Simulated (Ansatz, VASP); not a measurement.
# Cross-check of GaAsN2 (alpha-NaFeO2 type (invented)) between VASP and Ansatz, part 2 of 2

Wanted: the spread between two codes on one cell, functional and k mesh. The cell is generated by rule, not measured, and may not be a known phase. Of the first pair: The two relaxations start from unlike cells of this crystal (the structure described is Ansatz's start), so only their ends are compared.

VASP 6.6.1 and Ansatz 0.2.0.

So far: Set-up; Ansatz: relaxation of cell and atoms, PBE, pair 1; VASP: relaxation of cell and atoms, PBE, pair 1.

## Step 4: Comparison

Known differences besides the potentials themselves: the data sets hold 38 valence electrons in Ansatz (on its default PAW (the set named soft_2) files) and 28 in VASP; the cutoff is 420 eV in Ansatz and 600 eV in VASP; Ansatz adds a Pulay correction to the stress that steers its cell, VASP none. Total energies have different zeros and are not compared.

Compared:

| quantity | Ansatz | VASP | difference |
| --- | --- | --- | --- |
| volume (Å³) | 44.15 | 44.28 | -0.30 % |
| edge a after relaxation, in the typed setting (Å) | 5.433 | 5.439 | -0.12 % |

## Step 5: VASP: relaxation of cell and atoms, PBE, pair 2

The relaxed volume is the usual yardstick between codes: in a stiff, nearly cubic crystal its relative difference is about their pressure difference at one cell divided by the bulk modulus. Its start cell is another than that of the pair before, and may be another structure of the material.

INCAR

```
SYSTEM = GaAsN2
PREC = Accurate
ENCUT = 600
EDIFF = 1E-07
NELM = 120
ISMEAR = 0
SIGMA = 0.1
LREAL = .FALSE.
ALGO = Normal
GGA = PE
NBANDS = 20
LORBIT = 11
LWAVE = .FALSE.
LCHARG = .FALSE.
ISIF = 3
IBRION = 2
NSW = 80
EDIFFG = -0.005
LASPH = .TRUE.
GGA_COMPAT = .FALSE.
NELMIN = 4
KPAR = 2
```

POSCAR

```
GaAsN2
1.0
    1.5780940000      0.9111130000      5.1178940000
   -1.5780940000      0.9111130000      5.1178940000
    0.0000000000     -1.8222250000      5.1178940000
Ga As N
1 1 2
Direct
    0.0000000000      0.0000000000      0.0000000000
    0.4999998434      0.4999998434      0.5000001178
    0.2562616108      0.2562616108      0.2562617514
    0.7437381412      0.7437381412      0.7437385493
```

KPOINTS

```
Automatic mesh
0
Gamma
15 15 15
0 0 0
```

Potentials, in the order of the species: Ga_d, As and N (PBE family, release 64).

On the command line:

```bash
mpirun -np 2 vasp_std
```

Numbers of over 12 decimals in the logs are rounded to 6 here.

Log:

```text
[... set-up lines as in an earlier step ...]
 entering main loop
       N       E                     dE             d eps       ncg     rms          rms(c)
DAV:   1     0.211819215301E+03    0.21182E+03   -0.15291E+04 15084   0.229E+03
DAV:   2     0.709607861443E+00   -0.21111E+03   -0.20038E+03 15020   0.474E+02
DAV:   3    -0.244034947188E+02   -0.25113E+02   -0.24199E+02 16652   0.127E+02
DAV:   4    -0.253206735964E+02   -0.91718E+00   -0.90991E+00 16904   0.241E+01
[...]
DAV:  13    -0.220143018382E+02    0.12551E-06   -0.20749E-06 16720   0.151E-02    0.391E-03
DAV:  14    -0.220143017377E+02    0.10054E-06   -0.34503E-07 14144   0.110E-02    0.692E-04
DAV:  15    -0.220143016876E+02    0.50075E-07   -0.43986E-08 10016   0.204E-03
   1 F= -.22014302E+02 E0= -.22013774E+02  d E =-.220143E+02
[... from here on, the cycles between the ionic steps are left out ...]
   2 F= -.22014431E+02 E0= -.22013900E+02  d E =-.129641E-03
   3 F= -.22014551E+02 E0= -.22014021E+02  d E =-.249140E-03
   4 F= -.22014551E+02 E0= -.22014021E+02  d E =-.249056E-03
   5 F= -.22014569E+02 E0= -.22014038E+02  d E =-.187277E-04
   6 F= -.22014572E+02 E0= -.22014040E+02  d E =-.213901E-04
[...]
reached required accuracy - stopping structural energy minimisation
```

OUTCAR, selected parts (step 5):

```text
  Total       -0.0017501     -0.0017501     -0.0070584      0.0000000     -0.0000000      0.0000000
  in kB       -0.0633096     -0.0633095     -0.2553429      0.0000000     -0.0000000      0.0000000
  external PRESSURE =      -0.1273207 kB  Pullay stress =       0.0000000 kB

 POSITION                                       TOTAL-FORCE (eV/Angst)
 -----------------------------------------------------------------------------------
      0.00000      0.00000     15.38178         0.000000      0.000000     -0.000000
      0.00000      0.00000      7.69089         0.000000      0.000000     -0.000000
      0.00000      0.00000      3.94321         0.000000      0.000000      0.001376
      0.00000      0.00000     11.43857        -0.000000     -0.000000     -0.001376
 -----------------------------------------------------------------------------------
    total drift:                                0.000000      0.000677      0.000567

  FREE ENERGIE OF THE ION-ELECTRON SYSTEM (eV)
  ---------------------------------------------------
  free  energy   TOTEN  =       -22.0145721337 eV

  energy  without entropy=      -22.0135078220  energy(sigma->0) =      -22.01403998

[... 1 part as in an earlier step ...]

[... 3 further parts left out ...]
[key lines of the parts left out:]
E-fermi :   8.2158
```

## Step 6: Ansatz: relaxation of cell and atoms, PBE, pair 2

The same cell, functional, mesh and smearing now go to Ansatz, which takes its cutoff from its data sets.

The cell is taken from a series of runs on this material, whose earlier steps may have relaxed, scaled, displaced or heated it; both programs get it as it stands.

input.yaml

```yaml
crystal:
  lattice:
    - [1.5780935518, 0.9111129091, 5.117893577]
    - [-1.5780935518, 0.9111129091, 5.117893577]
    - [0.0, -1.8222253016, 5.1178936689]
  atoms:
    - { symbol: Ga, position: [1.0, 0.0, 0.0] }
    - { symbol: As, position: [0.5, 0.5, 0.5] }
    - { symbol: "N", position: [0.2562616822, 0.2562616822, 0.2562616822] }
    - { symbol: "N", position: [0.7437383178, 0.7437383178, 0.7437383178] }
kpoints:
  mp_grid: { grid: [15, 15, 15] }
hamiltonian:
  xc: pbe
scf:
  occupations: { method: gaussian, width: 0.1 }
output:
  forces: true
  stress: true
  eigenvalues: true
  write_density: true
  write_potential: true
  elf: true
  volumetric_format: npy
relax:
  adjacent_minimum: "off"
  f_tol: 0.005
  max_steps: 80
  cell: { stress_tol: 0.05 }
```

On the command line:

```bash
ansatz run input.yaml --threads 2 --pin off --max-ram 5120MiB --backend cpu --events-out ev --progress --plain --runs-dir out
```

Log:

```text
[...]
Crystal: 4 atoms, lattice volume = 44.152 Å³
Basis set: ecut = 420 eV, 845 PW (Γ), FFT grids on a1−a2, a2, −a2+a3, exchange–correlation on 48×80×48 points (8 copies of the dense FFT grid, shifted against one another)
Bands: 23, of which v1, the nominal top of the filled ones, is band 19 counted from 1 (18 counted from 0)
Symmetry: 12 space group operations
[...]
cell:  # Å, volume = 44.2362 Å³
    - [1.578378, 0.911277, 5.125839]
    - [-1.578378, 0.911277, 5.125839]
    - [0, -1.822554, 5.125840]
  atoms:
    - { symbol: Ga, position: [1.000000, -1.1102230246251565e-16, 0.0] }
    - { symbol: As, position: [0.500000, 0.500000, 0.500000] }
    - { symbol: N, position: [0.256506, 0.256506, 0.256506] }
    - { symbol: N, position: [0.743494, 0.743494, 0.743494] }
[key lines of the parts left out:]
SCF converged after 6 iterations
Free energy (F): -9404.834316 eV
Fermi energy:    13.564236 eV
P = ⅓ Tr σ = 0.0218 GPa (0.218 kbar)
```

## Step 7: Comparison

What differs besides the data sets and the points named for the pairs above, as far as they apply: the data sets hold 38 valence electrons in Ansatz (on its default PAW (the set named soft_2) files) and 28 in VASP. Total energies have different zeros and are not compared.

Both answers:

| quantity | Ansatz | VASP | difference |
| --- | --- | --- | --- |
| volume (Å³) | 44.24 | 44.29 | -0.12 % |
| edge a after relaxation, in the typed setting (Å) | 5.440 | 5.442 | -0.03 % |

## Step 8: Results

| Quantity | Value |
| --- | --- |
| difference in volume (relaxation of cell and atoms, PBE, pair 1) | -0.30 % |
| difference in volume (relaxation of cell and atoms, PBE, pair 2) | -0.12 % |

The difference in volume is -0.30 % (relaxation of cell and atoms, PBE, pair 1), within the 1.2 % picked in this series as the mark of a large difference, as far as the stopping tolerances let one tell. The data sets hold unlike numbers of valence electrons (38 in Ansatz and 28 in VASP), so part of the differences comes from the potentials. Such differences can come from data sets, numerical settings and the points named under the comparisons, not from the functional's error against experiment.

[Lines on the potential files, build, host, timing and source positions are cut from VASP's logs without a mark.]

[Logs are printed without paths, hosts, clocks, repeated set-up lines and the standing remarks that a program may print on its own settings, such as how far it seeks lower states.]

[Hosts, paths, dates, database ids (printed as entryN), source tags and the programs' standing remarks are cut or masked in the printed files.]
